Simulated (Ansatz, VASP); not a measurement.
## Sc in two plane-wave programs

One calculation is typed for both programs; each brings its own data sets. How far apart do they land? The cell is taken from a series of runs on this material, whose earlier steps may have relaxed, scaled, displaced or heated it; both programs get it as it stands.

Program: Ansatz 0.2.0. Level of theory: plane waves, with VASP 6.6.1 beside it; zone-centre phonons at LDA. Results are calculated unless marked as measured.

### 1. Starting point

The structure is hexagonal, space group P6_3/mmc (No. 194). The conventional cell has a = 3.251 Å, b = 3.251 Å, c = 5.017 Å, α = 90.00°, β = 90.00°, γ = 120.00°. Sc has 12 Sc at 3.13 to 3.25 Å nearest.

### 2. Ansatz: zone-centre phonons, LDA, pair 1

Ansatz runs on its PAW soft_1 files.

Second derivatives magnify differences that forces hide, and they need a tight electronic threshold.

input.yaml reads:

```yaml
crystal:
  lattice:
    - [3.2511759985, 0.0, 0.0]
    - [-1.6255879993, 2.8156010068, 0.0]
    - [0.0, 0.0, 5.0173007021]
  atoms:
    - { symbol: Sc, position: [0.3333333333, 0.6666666667, 0.25] }
    - { symbol: Sc, position: [0.6666666667, 0.3333333333, 0.75] }
kpoints:
  mp_grid: { grid: [15, 15, 8] }
hamiltonian:
  xc: lda
  pseudopotentials: { kind: paw, azcp: { folder: soft_1 }, xc_functional: pbe }
scf:
  occupations: { method: methfessel_paxton, width: 0.2 }
output:
  eigenvalues: true
phonons:
  method: dfpt
```

On the command line:

```console
$ ansatz run input.yaml --threads 4 --pin off --max-ram 10240MiB --backend cpu --events-out ev --progress --plain --runs-dir out
```

Numbers of over 12 decimals in the logs are rounded to 6 here.

The program printed:

```text
zone centre: on kpoints.mp_grid the ground state, and the responses unless they are solved on pairs of k-points, stand on 320 of the mesh's 1800 k-points, reduced under 4 symmetry operations, with k and −k counted as one. Each operation leaves every solved displacement unchanged or reverses it
Engine: ansatz 0.2.0, x86_64-unknown-linux-gnu
Pseudopotentials: kind: paw
Pseudopotential: Sc, paw, valence charge 11, recommended cutoff 420 eV (normal), soft_1/Sc.paw.azcp
Functional definition: SPW92
  exchange = slater_x
  correlation = pw_c
Crystal: 2 atoms, lattice volume = 45.928 Å³
Basis set: ecut = 420 eV, 905 PW (Γ), exchange–correlation on 48×48×72 points (8 copies of the dense FFT grid, shifted against one another)
Bands: 15, of which v1, the nominal top of the filled ones, is band 11 counted from 1 (10 counted from 0)
Symmetry: 24 space group operations
k-points: 320 of 1800 (irreducible under 4 space group operations, time reversal used)
Non-local potential: Sc, projectors of the file, l = 0: 3, l = 1: 2, l = 2: 3, l = 3: 1
PAW form: soft (Blöchl's): semilocal exchange-correlation on the pseudo side does not see the compensation charge
PAW frozen core: Sc, regenerated for the run's functional, and the local potential with it (the file was generated under x = pbe(κ = 0.804, μ = 0.219515), c = pbe(β = 0.066725))
PAW one-centre angular grid: Sc, 590 points (default); XC on 64 Gauss nodes
Initial density: superposition of atomic densities (chi_scale 0.1, normalization cell)
Initial wavefunctions: pseudopotential atomic-orbital guess
Functional: x = slater, c = lda
SCF iter   1: F=—  HF=-4178.147131 eV  |F-HF|=—  |Δ(HF+E_count)|=         —  Δρ=2.41e-2  dr2=3.24e-1  ethr=3.10e-3  ⟨swp⟩=3.1  Hψ=17590  notcnv=0
preconditioner: auto → none  [metal: Δε(μ)=0.002 eV  Ē_g=2.713 eV  σ=0.200 eV  W_gap=0.01  n_scr=8 (ndim 8)  ℏωp=13.4 eV  f_vac=0.000  D(μ)=3.80/eV (n_scr^D=42)  sad-step TF]
SCF iter   2: F=—  HF=-4178.063081 eV  |F-HF|=—  |Δ(HF+E_count)|=   8.40e-2  S|Δr|=    0.00e0  Δρ=1.33e-2  dr2=1.09e-1  ethr=1.47e-3  ⟨swp⟩=2.0  Hψ=8376  notcnv=0  defer=1
SCF iter   3: F=—  HF=-4178.024610 eV  |F-HF|=—  |Δ(HF+E_count)|=   3.85e-2  S|Δr|=    0.00e0  Δρ=9.15e-4  dr2=2.49e-4  ethr=4.95e-4  ⟨swp⟩=3.0  Hψ=9160  notcnv=0  defer=1
SCF iter   4: F=—  HF=-4178.024853 eV  |F-HF|=—  |Δ(HF+E_count)|=   2.43e-4  S|Δr|=    0.00e0  Δρ=7.28e-5  dr2=1.81e-6  ethr=1.13e-6  ⟨swp⟩=2.2  Hψ=6774  notcnv=0  defer=1
SCF iter   5: F=—  HF=-4178.024854 eV  |F-HF|=—  |Δ(HF+E_count)|=   1.14e-6  S|Δr|=    0.00e0  Δρ=1.50e-5  dr2=8.68e-8  ethr=8.24e-9  ⟨swp⟩=2.0  Hψ=5804  notcnv=0  defer=1
SCF iter   6: F=—  HF=-4178.024854 eV  |F-HF|=—  |Δ(HF+E_count)|=   3.23e-8  S|Δr|=    0.00e0  Δρ=1.73e-6  dr2=7.93e-10  ethr=3.94e-10  ⟨swp⟩=2.8  Hψ=8579  notcnv=0  defer=1
SCF iter   7: F=—  HF=-4178.024854 eV  |F-HF|=—  |Δ(HF+E_count)|=  8.19e-11  S|Δr|=    0.00e0  Δρ=5.05e-7  dr2=1.05e-10  ethr=3.60e-12  ⟨swp⟩=2.0  Hψ=8398  notcnv=0  defer=1
SCF iter   8: F=-4178.024854 eV  HF=-4178.024854 eV  |F-HF|=5.46e-12  |Δ(HF+E_count)|=  2.91e-11  S|Δr|=    0.00e0  Δρ=1.28e-7  dr2=6.30e-12  ethr=1.00e-12  ⟨swp⟩=3.0  Hψ=18917  notcnv=0
SCF 1 converged in 8 iterations: F = -4178.024854 eV  dr2 = 6.30e-12
  greatest PAW one-centre occupation: 0.998 electrons in one spin orbital (limit 2), on the Sc atom at site 1 (counted from 0), in its partial waves of l = 0
DFPT response loops at Γ: preconditioner auto → Kerker (q_TF=auto, 2.413 Å⁻¹) (partly filled bands, converged f_vac=0.000); β = 1.00, the filter's whole step (`scf.mixing.beta` (0.50) is not read by the response loops under this deck's `scf.mixing.preconditioner`; to damp them name `kerker` or `kerker_dos`, under which they read `scf.mixing.beta`, and type it under 1.00, their step now; both keys bind the ground state too); Broyden in place of MSR1
SCF converged after 8 iterations
Stability not checked: this state was not tested for a lower state beside it, because cold or Methfessel-Paxton smearing, or corrected tetrahedra, fill the levels in a way that the test cannot read (fill_not_monotonic; see scf.lower_state_search)
Free energy (F): -4178.024854 eV
Harris-Foulkes:  -4178.024854 eV  (|F-HF|=5.46e-12)
Internal energy: -4178.022180 eV  (E = F + TS)
E sigma→0 (E₀):  -4178.024186 eV
Entropy (-TS):   -0.002674 eV (-1.337 meV/atom)
Fermi energy:    9.658593 eV
Step filling:    the computed levels leave a gap of 0.0000 eV = 0.0 smearing widths at the electron count; against every level under it full and every level over it empty, smearing changes F+E_penalty+E_count by +1.045 meV and its σ→0 estimate by +1.714 meV
--- Per-component energies (eV) ---
  E_band       = -321.136026
  E_kinetic    = 414.919031
  E_local      = -1644.008209  (includes V_loc(G=0)·N_el)
  E_nonlocal   = 293.464738
  E_hartree    = 585.915137
  E_xc         = -169.297110
  E_vxc        = -209.364971  (∫ρ·V_xc dr)
  E_paw        = -1889.995059  (= ΣΔE_a)
  E_vpaw       = -347.977068  (= ΣTr[D̂ρ^β])
  E_aug_tail   = 0.000058  (compensation charges beyond the density's cutoff)
  E_ewald      = -1769.630612
  E_core_change = 0.609846  (= ΣΔE_core)
  E_smearing   = -0.002674  (= −TS)
  E_closure    = -0.000000  (closes the sum)
  Σ components = -4178.024854   (vs F -4178.024854, Δ=0.00e0)
--- Band table (eV; the first three rows and the last of 320) ---
  k-point 0: bands = [... 7 lower, -17.6818, 4.4657, 7.9339, 10.6067, 11.2703, 11.2703, 11.6237, 11.7782]
  k-point 1: bands = [... 7 lower, -17.7048, 4.5804, 7.8205, 10.5053, 11.2030, 11.2030, 11.5454, 11.7011]
  k-point 2: bands = [... 7 lower, -17.7385, 4.9157, 7.4442, 10.3809, 11.1111, 11.1111, 11.3270, 11.5184]
  k-point 319: bands = [... 7 lower, -17.7883, 8.2771, 8.2771, 9.8185, 9.8185, 10.4380, 10.4380, 11.9855]
--- Phonons (Γ-DFPT): 2 representative perturbations + reference, on 320 of 1800 k-points (Σ response iterations 6) ---
  k mesh reduced under 4 symmetry operations, with k and −k counted as one. Each operation leaves every solved displacement unchanged or reverses it
  ASR residual: 8.577e-5 → 0.000e0 eV/Å²; symmetrization residual: 2.368e-10 eV/Å²
  ASR residual per site (eV/Å²): 8.58e-5 8.58e-5
  Γ frequencies (cm⁻¹): 0.00 0.00 0.00 135.81 135.81 233.00
  non-analytic LO–TO correction: not included (Born effective charges unavailable; polar crystals: no LO–TO splitting at Γ)
```

### 3. VASP: zone-centre phonons, LDA, pair 1

The same cell, functional (in two slightly different forms), mesh and smearing now go to VASP, with its own data sets.

Lines of VASP's logs that name or quote its potential files are left out, and so is its time.

INCAR reads:

```
SYSTEM = Sc
PREC = Accurate
ENCUT = 500
EDIFF = 1E-08
NELM = 120
ISMEAR = 1
SIGMA = 0.2
LREAL = .FALSE.
ALGO = Normal
GGA = CA
NBANDS = 17
LASPH = .TRUE.
LORBIT = 11
LWAVE = .FALSE.
LCHARG = .FALSE.
ISIF = 2
IBRION = 8
GGA_COMPAT = .FALSE.
KPAR = 2
```

POSCAR reads:

```
Sc
1.0
    3.2511759985      0.0000000000      0.0000000000
   -1.6255879993      2.8156010068      0.0000000000
    0.0000000000      0.0000000000      5.0173007021
Sc
2
Direct
    0.3333333333      0.6666666667      0.2500000000
    0.6666666667      0.3333333333      0.7500000000
```

KPOINTS reads:

```
Automatic mesh
0
Gamma
15 15 8
0 0 0
```

The projector-augmented-wave data sets are Sc_sv (LDA family, release 64).

On the command line:

```console
$ mpirun -np 2 vasp_std
```

The program printed:

```text
[banner, memory and clock lines left out]
running    2 mpi-ranks, on    1 nodes
 distrk:  each k-point on    1 cores,    2 groups
 distr:  one band on    1 cores,    1 groups

 POSCAR found type information on POSCAR Sc
 POSCAR found :  1 types and       2 ions
 LDA part: xc-table for (Slater(with rela. corr.)+CA(PZ))
 , standard interpolation
 POSCAR, INCAR and KPOINTS ok, starting setup
 FFT: planning ... GRIDC
 FFT: planning ... GRID_SOFT
 FFT: planning ... GRID
 WAVECAR not read
 entering main loop
       N       E                     dE             d eps       ncg     rms          rms(c)
DAV:   1     0.358194308168E+03    0.35819E+03   -0.10765E+04  4646   0.139E+03
DAV:   2     0.605664907079E+01   -0.35214E+03   -0.34552E+03  5918   0.590E+02
DAV:   3    -0.144595601389E+02   -0.20516E+02   -0.19841E+02  7685   0.176E+02
DAV:   4    -0.147648348667E+02   -0.30527E+00   -0.30210E+00  6695   0.201E+01
DAV:   5    -0.147694005151E+02   -0.45656E-02   -0.45626E-02  7859   0.267E+00    0.815E+00
DAV:   6    -0.136207387889E+02    0.11487E+01   -0.25894E+00  5980   0.197E+01    0.243E+00
DAV:   7    -0.134609573700E+02    0.15978E+00   -0.61520E-01  6213   0.868E+00    0.752E-01
DAV:   8    -0.134472760572E+02    0.13681E-01   -0.26351E-02  6237   0.233E+00    0.216E-01
DAV:   9    -0.134464131531E+02    0.86290E-03   -0.54689E-03  6629   0.829E-01    0.202E-02
DAV:  10    -0.134464362081E+02   -0.23055E-04   -0.94258E-05  7220   0.145E-01    0.437E-03
DAV:  11    -0.134464369897E+02   -0.78168E-06   -0.18154E-06  7438   0.152E-02    0.120E-03
DAV:  12    -0.134464369806E+02    0.91204E-08   -0.19872E-07  7286   0.506E-03    0.701E-04
DAV:  13    -0.134464369640E+02    0.16661E-07   -0.14358E-08  4322   0.109E-03    0.986E-05
DAV:  14    -0.134464369644E+02   -0.46202E-09   -0.16404E-09  3930   0.852E-04
   1 F= -.13446437E+02 E0= -.13445575E+02  d E =-.258577E-02
 Linear response reoptimize wavefunctions to high precision
DAV:   1    -0.134464369645E+02   -0.79581E-10   -0.62290E-10  4050   0.470E-04
 Linear response DOF=           2
 Linear response progress:
  Degree of freedom:   1/  2
       N       E                     dE             d eps       ncg     rms          rms(c)
RMM:   1    -0.724575340859E+00   -0.72458E+00   -0.10048E+02 19351   0.294E+02
RMM:   2    -0.724730653073E+00   -0.15531E-03   -0.19013E-01 31207   0.528E+00    0.109E-01
RMM:   3    -0.725660261936E+00   -0.92961E-03   -0.93666E-03 33179   0.103E+00    0.398E-02
RMM:   4    -0.724774018733E+00    0.88624E-03   -0.12364E-03 40439   0.285E-01    0.196E-02
RMM:   5    -0.724535442005E+00    0.23858E-03   -0.11447E-04 40005   0.962E-02    0.887E-03
RMM:   6    -0.724543231102E+00   -0.77891E-05   -0.18760E-05 37130   0.367E-02    0.583E-03
RMM:   7    -0.724581353873E+00   -0.38123E-04   -0.61390E-06 40197   0.211E-02    0.322E-03
RMM:   8    -0.724666451905E+00   -0.85098E-04   -0.24710E-06 38098   0.125E-02    0.312E-04
RMM:   9    -0.724666117064E+00    0.33484E-06   -0.19071E-06 40522   0.994E-03    0.107E-04
RMM:  10    -0.724665365658E+00    0.75141E-06   -0.16894E-06 37903   0.953E-03    0.536E-05
RMM:  11    -0.724665477806E+00   -0.11215E-06   -0.24519E-06 39937   0.907E-03    0.296E-05
RMM:  12    -0.724666321714E+00   -0.84391E-06   -0.22171E-06 39449   0.907E-03    0.212E-05
RMM:  13    -0.724666437748E+00   -0.11603E-06   -0.20622E-06 41266   0.893E-03    0.600E-06
RMM:  14    -0.724666489405E+00   -0.51657E-07   -0.16873E-06 41294   0.898E-03    0.606E-06
[...]
RMM:  19    -0.724666488696E+00   -0.32715E-08   -0.88456E-07 45577   0.895E-03    0.141E-06
RMM:  20    -0.724666482327E+00    0.63685E-08   -0.83895E-07 45783   0.897E-03    0.183E-06
RMM:  21    -0.724666483972E+00   -0.16444E-08   -0.81466E-07 46449   0.896E-03    0.209E-06
RMM:  22    -0.724666481185E+00    0.27868E-08   -0.76969E-07 46773   0.897E-03    0.262E-06
RMM:  23    -0.724666483675E+00   -0.24897E-08   -0.75275E-07 47380   0.897E-03    0.286E-06
RMM:  24    -0.724666482787E+00    0.88802E-09   -0.74534E-07 47755   0.897E-03    0.312E-06
RMM:  25    -0.724666481840E+00    0.94671E-09   -0.75036E-07 48211   0.897E-03    0.326E-06
RMM:  26    -0.724666481602E+00    0.23829E-09   -0.71609E-07 48565   0.898E-03    0.339E-06
 first order change of Fermi-energy   0.16105E-04
 force on displaced ion       1 direction 1 :  -1.525   0.000   0.000
 Linear response progress:
  Degree of freedom:   2/  2
       N       E                     dE             d eps       ncg     rms          rms(c)
RMM:   1    -0.790486392969E+00   -0.79049E+00   -0.10147E+02  6608   0.296E+02
RMM:   2    -0.791881495400E+00   -0.13951E-02   -0.19943E-01 10598   0.536E+00    0.133E-01
RMM:   3    -0.793927657451E+00   -0.20462E-02   -0.80923E-03 11179   0.101E+00    0.462E-02
RMM:   4    -0.792987675868E+00    0.93998E-03   -0.14591E-03 13368   0.302E-01    0.175E-02
RMM:   5    -0.792787237474E+00    0.20044E-03   -0.13613E-04 13078   0.836E-02    0.130E-02
RMM:   6    -0.792712331522E+00    0.74906E-04   -0.27578E-05 12120   0.388E-02    0.583E-03
RMM:   7    -0.792707373736E+00    0.49578E-05   -0.17777E-05 14148   0.225E-02    0.245E-03
RMM:   8    -0.792735640063E+00   -0.28266E-04   -0.85825E-06 12536   0.161E-02    0.520E-04
RMM:   9    -0.792741802552E+00   -0.61625E-05   -0.66253E-06 13907   0.102E-02    0.293E-04
RMM:  10    -0.792749801567E+00   -0.79990E-05   -0.35300E-06 12667   0.978E-03    0.956E-05
RMM:  11    -0.792751919957E+00   -0.21184E-05   -0.38739E-06 13683   0.944E-03    0.397E-05
RMM:  12    -0.792752147553E+00   -0.22760E-06   -0.34326E-06 13176   0.966E-03    0.149E-05
RMM:  13    -0.792752399881E+00   -0.25233E-06   -0.28568E-06 14128   0.955E-03    0.641E-06
RMM:  14    -0.792752288969E+00    0.11091E-06   -0.26920E-06 13830   0.969E-03    0.362E-06
RMM:  15    -0.792752290161E+00   -0.11916E-08   -0.25969E-06 14552   0.963E-03    0.222E-06
RMM:  16    -0.792752253905E+00    0.36256E-07   -0.23558E-06 14477   0.969E-03    0.212E-06
RMM:  17    -0.792752286749E+00   -0.32845E-07   -0.29055E-06 14945   0.967E-03    0.748E-07
RMM:  18    -0.792752320846E+00   -0.34096E-07   -0.33302E-06 15002   0.970E-03    0.908E-07
RMM:  19    -0.792752316832E+00    0.40141E-08   -0.30883E-06 15340   0.971E-03    0.731E-07
RMM:  20    -0.792752325881E+00   -0.90495E-08   -0.31409E-06 15353   0.973E-03    0.805E-07
 first order change of Fermi-energy   0.59690E-04
 force on displaced ion       1 direction 3 :   0.000   0.000  -4.547
 Linear response finished
```

OUTCAR, selected parts (step 3):

```text
ion  position               nearest neighbor table
   1  0.333  0.667  0.250-   2 3.13   2 3.13   2 3.13   2 3.13   2 3.13   2 3.13
   2  0.667  0.333  0.750-   1 3.13   1 3.13   1 3.13   1 3.13   1 3.13   1 3.13

  LATTYP: Found a hexagonal cell.
 ALAT       =     3.2511759985
 C/A-ratio  =     1.5432264216

 Subroutine GETGRP returns: Found 24 space group operations
 (whereof 12 operations were pure point group operations)

The static configuration has the point symmetry D_3d.
 The point group associated with its full space group is D_6h.

 Found    135 irreducible k-points:

   k-points           NKPTS =    135   k-points in BZ     NKDIM =    135   number of bands    NBANDS=     17

   dimension x,y,z NGX =    24 NGY =   24 NGZ =   40
   dimension x,y,z NGXF=    48 NGYF=   48 NGZF=   80

   ENCUT  =  500.0 eV  36.75 Ry    6.06 a.u.   5.93  5.93  9.15*2*pi/ulx,y,z

   NELECT =      22.0000    total number of electrons

 k-points in reciprocal lattice and weights: Automatic mesh
   0.00000000  0.00000000  0.00000000       0.001
   0.06666667 -0.00000000  0.00000000       0.003
   0.13333333 -0.00000000  0.00000000       0.003
   0.20000000 -0.00000000  0.00000000       0.003
   0.26666667 -0.00000000  0.00000000       0.003
   0.33333333 -0.00000000  0.00000000       0.003
   0.40000000  0.00000000  0.00000000       0.003
   0.46666667 -0.00000000  0.00000000       0.003
   0.06666667  0.06666667  0.00000000       0.003
[...]
0.33333333  0.26666667  0.50000000       0.007
   0.33333333  0.33333333  0.50000000       0.001

 average (electrostatic) potential at core
       1 -46.6014       2 -46.6014

  Total       -0.3184172     -0.3184172     -0.3150615      0.0000000      0.0000000      0.0000000
  in kB      -11.1077300    -11.1077300    -10.9906724      0.0000000      0.0000000      0.0000000
  external PRESSURE =     -11.0687108 kB  Pullay stress =       0.0000000 kB

  energy-cutoff  :      500.00
  volume of cell :       45.93
      direct lattice vectors                 reciprocal lattice vectors
     3.251175998  0.000000000  0.000000000     0.307581011  0.177581979  0.000000000
    -1.625587999  2.815601007  0.000000000     0.000000000  0.355163959  0.000000000
     0.000000000  0.000000000  5.017300702     0.000000000  0.000000000  0.199310358

 POSITION                                       TOTAL-FORCE (eV/Angst)
 -----------------------------------------------------------------------------------
     -0.00000      1.87707      1.25433        -0.000000      0.000000      0.000000
      1.62559      0.93853      3.76298         0.000000      0.000000      0.000000
 -----------------------------------------------------------------------------------
    total drift:                               -0.000000      0.000000     -0.000000

 Eigenvectors and eigenvalues of the dynamical matrix
 ----------------------------------------------------

   1 f  =    7.031147 THz    44.178001 2PiTHz  234.533828 cm-1    29.078476 meV
             X         Y         Z           dx          dy          dz
     -0.000000  1.877067  1.254325     0.000000   -0.000000    0.707107
      1.625588  0.938534  3.762976    -0.000000    0.000000   -0.707107

   2 f  =    4.071628 THz    25.582795 2PiTHz  135.814900 cm-1    16.838894 meV
             X         Y         Z           dx          dy          dz
     -0.000000  1.877067  1.254325    -0.676915    0.204416   -0.000000
      1.625588  0.938534  3.762976     0.676915   -0.204416   -0.000000

   3 f  =    4.071628 THz    25.582795 2PiTHz  135.814900 cm-1    16.838894 meV
             X         Y         Z           dx          dy          dz
     -0.000000  1.877067  1.254325    -0.204416   -0.676915    0.000000
      1.625588  0.938534  3.762976     0.204416    0.676915    0.000000

   4 f  =    0.000000 THz     0.000000 2PiTHz    0.000001 cm-1     0.000000 meV
             X         Y         Z           dx          dy          dz
     -0.000000  1.877067  1.254325    -0.027075   -0.451589   -0.543447
      1.625588  0.938534  3.762976    -0.027075   -0.451589   -0.543447

   5 f/i=    0.000000 THz     0.000000 2PiTHz    0.000001 cm-1     0.000000 meV
             X         Y         Z           dx          dy          dz
     -0.000000  1.877067  1.254325     0.224649    0.510125   -0.435092
      1.625588  0.938534  3.762976     0.224649    0.510125   -0.435092

   6 f/i=    0.000000 THz     0.000000 2PiTHz    0.000001 cm-1     0.000000 meV
             X         Y         Z           dx          dy          dz
     -0.000000  1.877067  1.254325     0.669925   -0.189314    0.123938
      1.625588  0.938534  3.762976     0.669925   -0.189314    0.123938

 ELASTIC MODULI CONTR FROM IONIC RELAXATION (kBar)
 Direction    XX          YY          ZZ          XY          YZ          ZX
 --------------------------------------------------------------------------------
 XX         -65.0004     65.0004      0.0000      0.0000      0.0000     -0.0000
 YY          65.0004    -65.0004     -0.0000      0.0000     -0.0000      0.0000
 ZZ           0.0000     -0.0000     -0.0000      0.0000     -0.0000      0.0000
 XY           0.0000      0.0000      0.0000    -65.0004      0.0000     -0.0000
 YZ           0.0000     -0.0000     -0.0000      0.0000     -0.0000      0.0000
 ZX          -0.0000      0.0000      0.0000     -0.0000      0.0000     -0.0000
 --------------------------------------------------------------------------------
```

### 4. Differences

Known differences besides the potentials themselves: the two LDA forms differ slightly; the cutoff is 420 eV in Ansatz and 500 eV in VASP; VASP's log shows a relativistic correction to its local exchange, Ansatz's none. Total energies have different zeros and are not compared.

Both answers:

```csv
quantity,Ansatz,VASP,difference
optical mode 1 to 2 (cm⁻¹),135.8,135.8,+0.00 %
optical mode 3 (cm⁻¹),233.0,234.5,-0.65 %
```

Modes are paired by rising frequency, not by their patterns, so a pair may set unlike modes beside each other; they are those without the splitting of longitudinal modes.

[end of part 1 of 2]

[Lines on the potential files, build, host, timing and source positions are cut from VASP's logs without a mark.]

[Logs are printed without paths, hosts, clocks, repeated set-up lines and the standing remarks that a program may print on its own settings, such as how far it seeks lower states.]

[Hosts, paths, dates, database ids (printed as entryN), source tags and the programs' standing remarks are cut or masked in the printed files.]
